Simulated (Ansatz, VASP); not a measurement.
# Cross-check of GaSb between VASP and Ansatz, part 2 of 2

Wanted: the spread between two codes on one cell, functional and k mesh. The cell is taken from a series of runs on this material, whose earlier steps may have relaxed, scaled, displaced or heated it; both programs get it as it stands.

VASP 6.6.1 and Ansatz 0.2.0.

So far: The structure; VASP: zone-centre phonons, PBEsol.

### 2. VASP: zone-centre phonons, PBEsol (continued)

Level of this step: PBEsol; plane waves and PAW (Ga_d, Sb) (VASP).

Numbers of over 12 decimals in the logs are rounded to 6 here.

Parts of OUTCAR (step 2):

```text
ion  position               nearest neighbor table
   1  0.000  0.000  0.000-   2 2.61   2 2.61   2 2.61   2 2.61
   2  0.750  0.750  0.750-   1 2.61   1 2.61   1 2.61   1 2.61

  LATTYP: Found a trigonal (rhomboedric) cell.
 ALAT       =     4.2628164652
 COS(alpha) =     0.4998507349

 Subroutine GETGRP returns: Found  6 space group operations
 (whereof  6 operations were pure point group operations)

The static configuration has the point symmetry C_3v.

   k-points           NKPTS =   1728   k-points in BZ     NKDIM =   1728   number of bands    NBANDS=     15

   dimension x,y,z NGX =    32 NGY =   32 NGZ =   32
   dimension x,y,z NGXF=    64 NGYF=   64 NGZF=   64

   ENCUT  =  500.0 eV  36.75 Ry    6.06 a.u.   7.77  7.77  7.77*2*pi/ulx,y,z

   NELECT =      18.0000    total number of electrons

 k-points in reciprocal lattice and weights: Points of the shifted mesh
   0.04166667  0.04166667  0.04166667       0.001
   0.04166667  0.04166667  0.12500000       0.001
   0.04166667  0.04166667  0.20833333       0.001
   0.04166667  0.04166667  0.29166667       0.001
   0.04166667  0.04166667  0.37500000       0.001
   0.04166667  0.04166667  0.45833333       0.001
   0.04166667  0.04166667  0.54166667       0.001
   0.04166667  0.04166667  0.62500000       0.001
   0.04166667  0.04166667  0.70833333       0.001
[...]
0.95833333  0.95833333  0.87500000       0.001
   0.95833333  0.95833333  0.95833333       0.001

 average (electrostatic) potential at core
       1 -65.1641       2 -87.0794

  Total        0.8289019      0.8289019      0.8289019      0.0004477      0.0004477      0.0004477
  in kB       24.2404998     24.2404998     24.2404998      0.0130919      0.0130919      0.0130919
  external PRESSURE =      24.2404998 kB  Pullay stress =       0.0000000 kB

  energy-cutoff  :      500.00
  volume of cell :       54.79
      direct lattice vectors                 reciprocal lattice vectors
    -0.000449908  3.014266413  3.014266413    -0.165840706  0.165865463  0.165865463
     3.014266413 -0.000449908  3.014266413     0.165865463 -0.165840706  0.165865463
     3.014266413  3.014266413 -0.000449908     0.165865463  0.165865463 -0.165840706

 POSITION                                       TOTAL-FORCE (eV/Angst)
 -----------------------------------------------------------------------------------
      0.00015      0.00015      0.00015        -0.000279     -0.000279     -0.000279
      4.52091      4.52091      4.52091         0.000279      0.000279      0.000279
 -----------------------------------------------------------------------------------
    total drift:                                0.000011      0.000011      0.000011

 Eigenvectors and eigenvalues of the dynamical matrix
 ----------------------------------------------------

   1 f  =    6.982171 THz    43.870272 2PiTHz  232.900141 cm-1    28.875924 meV
             X         Y         Z           dx          dy          dz
      0.000151  0.000151  0.000151     0.460020    0.460020    0.460020
      4.520911  4.520911  4.520911    -0.348877   -0.348877   -0.348877

   2 f  =    6.981462 THz    43.865822 2PiTHz  232.876521 cm-1    28.872996 meV
             X         Y         Z           dx          dy          dz
      0.000151  0.000151  0.000151     0.563383   -0.563383   -0.000000
      4.520911  4.520911  4.520911    -0.427317    0.427317   -0.000000

   3 f  =    6.981462 THz    43.865822 2PiTHz  232.876521 cm-1    28.872996 meV
             X         Y         Z           dx          dy          dz
      0.000151  0.000151  0.000151     0.325269    0.325269   -0.650539
      4.520911  4.520911  4.520911    -0.246712   -0.246712    0.493423

   4 f/i=    0.007285 THz     0.045772 2PiTHz    0.242999 cm-1     0.030128 meV
             X         Y         Z           dx          dy          dz
      0.000151  0.000151  0.000151     0.348877    0.348877    0.348877
      4.520911  4.520911  4.520911     0.460020    0.460020    0.460020

   5 f/i=    0.007682 THz     0.048269 2PiTHz    0.256254 cm-1     0.031771 meV
             X         Y         Z           dx          dy          dz
      0.000151  0.000151  0.000151     0.023304    0.415188   -0.438492
      4.520911  4.520911  4.520911     0.030725    0.547392   -0.578117

   6 f/i=    0.007682 THz     0.048269 2PiTHz    0.256254 cm-1     0.031771 meV
             X         Y         Z           dx          dy          dz
      0.000151  0.000151  0.000151    -0.492872    0.266618    0.226254
      4.520911  4.520911  4.520911    -0.649813    0.351515    0.298298

 ELASTIC MODULI CONTR FROM IONIC RELAXATION (kBar)
 Direction    XX          YY          ZZ          XY          YZ          ZX
 --------------------------------------------------------------------------------
 XX          -0.0012     -0.0009     -0.0009      0.2288      0.4703      0.1875
 YY          -0.0009     -0.0012     -0.0009      0.1875      0.2288      0.4703
 ZZ          -0.0009     -0.0009     -0.0012      0.4703      0.1875      0.2288
 XY           0.2288      0.1875      0.4703   -258.9976      1.3596      1.3596
 YZ           0.4703      0.2288      0.1875      1.3596   -258.9976      1.3596
 ZX           0.1875      0.4703      0.2288      1.3596      1.3596   -258.9976
 --------------------------------------------------------------------------------
```

Energies printed during the response cycles are not total energies of the cell.

### 3. Ansatz: zone-centre phonons, PBEsol

Ansatz runs on its PAW soft_1 files.

The same cell, functional, mesh and smearing now go to Ansatz, which takes its cutoff from its data sets.

Contents of input.yaml:

```yaml
crystal:
  lattice:
    - [-0.0004499081, 3.0142664127, 3.0142664127]
    - [3.0142664127, -0.0004499081, 3.0142664127]
    - [3.0142664127, 3.0142664127, -0.0004499081]
  atoms:
    - { symbol: Ga, position: [2.51196e-05, 2.51196e-05, 2.51196e-05] }
    - { symbol: Sb, position: [0.7499748804, 0.7499748804, 0.7499748804] }
kpoints:
  mp_grid: { grid: [12, 12, 12], shift: [0.5, 0.5, 0.5] }
hamiltonian:
  xc: pbesol
  pseudopotentials: { kind: paw, azcp: { folder: soft_1 }, xc_functional: pbe }
scf:
  occupations: { method: gaussian, width: 0.015 }
output:
  eigenvalues: true
phonons:
  method: dfpt
```

Command:

```bash
> ansatz run input.yaml --threads 4 --pin off --max-ram 10240MiB --backend cpu --events-out ev --progress --plain --runs-dir out
```

The log of the run:

```text
Engine: ansatz 0.2.0, x86_64-unknown-linux-gnu
Pseudopotentials: kind: paw
Pseudopotential: Ga, paw, valence charge 13, recommended cutoff 420 eV (normal), soft_1/Ga.paw.azcp
Pseudopotential: Sb, paw, valence charge 15, recommended cutoff 420 eV (normal), soft_1/Sb.paw.azcp
Functional definition: PBEsol
  exchange = pbesol_x
  correlation = pbesol_c
Crystal: 2 atoms, lattice volume = 54.786 Å³
Basis set: ecut = 420 eV, 1067 PW (Γ), exchange–correlation on 60×60×60 points (8 copies of the dense FFT grid, shifted against one another)
Bands: 18, of which v1, the nominal top of the filled ones, is band 14 counted from 1 (13 counted from 0)
Symmetry: 6 space group operations
k-points: 468 of 1728 (irreducible under 2 space group operations, time reversal used)
Non-local potential: Ga, projectors of the file, l = 0: 2, l = 1: 2, l = 2: 3, l = 3: 1
Non-local potential: Sb, projectors of the file, l = 0: 2, l = 1: 2, l = 2: 2, l = 3: 1
PAW form: soft (Blöchl's): semilocal exchange-correlation on the pseudo side does not see the compensation charge
PAW frozen core: Ga, regenerated for the run's functional, and the local potential with it (the file was generated under x = pbe(κ = 0.804, μ = 0.219515), c = pbe(β = 0.066725))
PAW frozen core: Sb, regenerated for the run's functional, and the local potential with it (the file was generated under x = pbe(κ = 0.804, μ = 0.219515), c = pbe(β = 0.066725))
PAW one-centre angular grid: Ga, 590 points (default); XC on 64 Gauss nodes
PAW one-centre angular grid: Sb, 590 points (default); XC on 64 Gauss nodes
Initial density: superposition of atomic densities (chi_scale 0.1, normalization cell, long waves kept (reshape's long-wave potential 0.00 eV rms))
Initial wavefunctions: pseudopotential atomic-orbital guess
Functional: x = pbesol(κ = 0.804, μ = 0.123457), c = pbesol(β = 0.046)
SCF iter   1: F=—  HF=-10151.686546 eV  |F-HF|=—  |Δ(HF+E_count)|=         —  Δρ=3.27e-2  dr2=4.23e-1  ethr=3.10e-3  ⟨swp⟩=6.0  Hψ=46079  notcnv=0
preconditioner: auto → none  [insulator: Δε(μ)=0.497 eV  Ē_g=14.905 eV  σ=0.015 eV  W_gap=1.00  n_scr=14 (ndim 8)  ℏωp=21.3 eV  f_vac=0.003  D(μ)=0.00/eV (n_scr^D=0)  ε∞_Penn≈3.0]
SCF iter   2: F=—  HF=-10151.608477 eV  |F-HF|=—  |Δ(HF+E_count)|=   7.81e-2  Δρ=1.50e-2  dr2=7.13e-2  ethr=1.51e-3  ⟨swp⟩=2.0  Hψ=14049  notcnv=0
SCF iter   3: F=—  HF=-10151.607007 eV  |F-HF|=—  |Δ(HF+E_count)|=   1.47e-3  Δρ=4.90e-3  dr2=1.19e-2  ethr=2.55e-4  ⟨swp⟩=2.0  Hψ=14513  notcnv=0
SCF iter   4: F=—  HF=-10151.601733 eV  |F-HF|=—  |Δ(HF+E_count)|=   5.27e-3  Δρ=8.73e-4  dr2=2.35e-4  ethr=4.24e-5  ⟨swp⟩=3.0  Hψ=16328  notcnv=0
SCF iter   5: F=—  HF=-10151.601681 eV  |F-HF|=—  |Δ(HF+E_count)|=   5.19e-5  Δρ=3.75e-4  dr2=2.63e-5  ethr=8.38e-7  ⟨swp⟩=2.0  Hψ=14313  notcnv=0
SCF iter   6: F=—  HF=-10151.601685 eV  |F-HF|=—  |Δ(HF+E_count)|=   4.51e-6  Δρ=3.41e-5  dr2=5.54e-7  ethr=9.40e-8  ⟨swp⟩=2.0  Hψ=14577  notcnv=0
SCF iter   7: F=—  HF=-10151.601685 eV  |F-HF|=—  |Δ(HF+E_count)|=   3.31e-8  Δρ=6.88e-6  dr2=2.22e-8  ethr=1.98e-9  ⟨swp⟩=2.0  Hψ=14976  notcnv=0
SCF iter   8: F=—  HF=-10151.601685 eV  |F-HF|=—  |Δ(HF+E_count)|=   2.14e-8  Δρ=1.60e-6  dr2=1.27e-9  ethr=7.91e-11  ⟨swp⟩=2.2  Hψ=10802  notcnv=0
SCF iter   9: F=—  HF=-10151.601685 eV  |F-HF|=—  |Δ(HF+E_count)|=  4.95e-10  Δρ=1.53e-7  dr2=1.05e-11  ethr=1.00e-12  ⟨swp⟩=5.1  Hψ=46845  notcnv=0
SCF iter  10: F=-10151.601685 eV  HF=-10151.601685 eV  |F-HF|=0.00e0  |Δ(HF+E_count)|=  3.64e-12  Δρ=2.04e-8  dr2=2.18e-13  ethr=1.00e-12  ⟨swp⟩=6.0  Hψ=36572  notcnv=0
SCF 1 converged in 10 iterations: F = -10151.601685 eV  dr2 = 2.18e-13
  greatest PAW one-centre occupation: 0.996 electrons in one spin orbital (limit 2), on the Sb atom at site 1 (counted from 0), in its partial waves of l = 2
DFPT response loops at Γ: preconditioner auto → none (the input reference at scf.mixing.eps_inf says where Resta's filter doesn't serve); β = 0.50; Broyden in place of MSR1
SCF converged after 10 iterations
Free energy (F): -10151.601685 eV
Harris-Foulkes:  -10151.601685 eV  (|F-HF|=0.00e0)
Internal energy: -10151.601685 eV  (E = F + TS)
E sigma→0 (E₀):  -10151.601685 eV
Fermi energy:    8.474012 eV
--- Per-component energies (eV) ---
  E_band       = -247.685505
  E_kinetic    = 276.913730
  E_local      = -3322.752221  (includes V_loc(G=0)·N_el)
  E_nonlocal   = 300.099921
  E_hartree    = 1705.757565
  E_xc         = -160.898454
  E_vxc        = -146.769424  (∫ρ·V_xc dr)
  E_paw        = -6421.175341  (= ΣΔE_a)
  E_vpaw       = -766.692563  (= ΣTr[D̂ρ^β])
  E_aug_tail   = -0.000081  (compensation charges beyond the density's cutoff)
  E_ewald      = -2530.741638
  E_core_change = 1.194834  (= ΣΔE_core)
  E_smearing   = -0.000000  (= −TS)
  E_closure    = 0.000000  (closes the sum)
  Σ components = -10151.601685   (vs F -10151.601685, Δ=0.00e0)
--- Band table (eV; the first three rows and the last of 468) ---
  k-point 0: bands = [... 10 lower, -3.5336, 7.7236, 8.2285, 8.2285, 8.9900, 11.0716, 11.0716, 11.0840]
  k-point 1: bands = [... 10 lower, -3.4330, 6.6718, 7.8419, 8.1673, 9.5205, 11.1681, 11.2164, 11.6776]
  k-point 2: bands = [... 10 lower, -3.1872, 5.2659, 7.4626, 7.8990, 9.5124, 11.5162, 11.7259, 12.6231]
  k-point 467: bands = [... 10 lower, -1.8014, 1.6755, 6.8417, 6.9995, 8.9196, 11.9331, 12.0752, 14.6841]
--- Phonons (Γ-DFPT): 2 representative perturbations + reference, on 468 of 1728 k-points (Σ response iterations 6) ---
  k mesh reduced under 2 symmetry operations, with k and −k counted as one. Each operation leaves every solved perturbation unchanged. A smaller set is not used because it would not reduce the number of displacements times k-points to solve
  ASR residual: 1.908e-5 → 0.000e0 eV/Å²; symmetrization residual: 7.017e-6 eV/Å²
  ASR residual per site (eV/Å²): 1.91e-5 1.23e-5
  Γ frequencies (cm⁻¹): 0.00 0.00 0.00 231.89 231.89 231.91
  non-analytic LO–TO correction: not included (Born effective charges unavailable; polar crystals: no LO–TO splitting at Γ)
```

### 4. Comparison

Known differences besides the potentials themselves: the data sets hold 28 valence electrons in Ansatz (on its PAW soft_1 files) and 18 in VASP; the cutoff is 420 eV in Ansatz and 500 eV in VASP; Ansatz makes its cores anew for this functional, VASP keeps those of its PBE data sets. Total energies have different zeros and are not compared.

The two programs side by side:

| quantity | Ansatz | VASP | difference |
| --- | --- | --- | --- |
| optical mode 1 to 3 (cm⁻¹) | 231.9 | 232.9 | -0.42 % |

Modes are paired by rising frequency, not by their patterns, so a pair may set unlike modes beside each other; they are those without the splitting of longitudinal modes.

### 5. Summary of results

| Property | Result |
| --- | --- |
| r.m.s. difference of the optical zone-centre modes, each program's sorted by frequency (zone-centre phonons, PBEsol) | 0.99 cm⁻¹ |

In words: The r.m.s. difference of the optical zone-centre modes, each program's sorted by frequency is 0.99 cm⁻¹ (zone-centre phonons, PBEsol). The data sets hold unlike numbers of valence electrons (28 in Ansatz and 18 in VASP), so part of the differences comes from the potentials. Such differences can come from data sets, numerical settings and the points named under the comparisons, not from the functional's error against experiment.

[Lines on the potential files, build, host, timing and source positions are cut from VASP's logs without a mark.]

[Logs are printed without paths, hosts, clocks, repeated set-up lines and the standing remarks that a program may print on its own settings, such as how far it seeks lower states.]

[Hosts, paths, dates, database ids (printed as entryN), source tags and the programs' standing remarks are cut or masked in the printed files.]
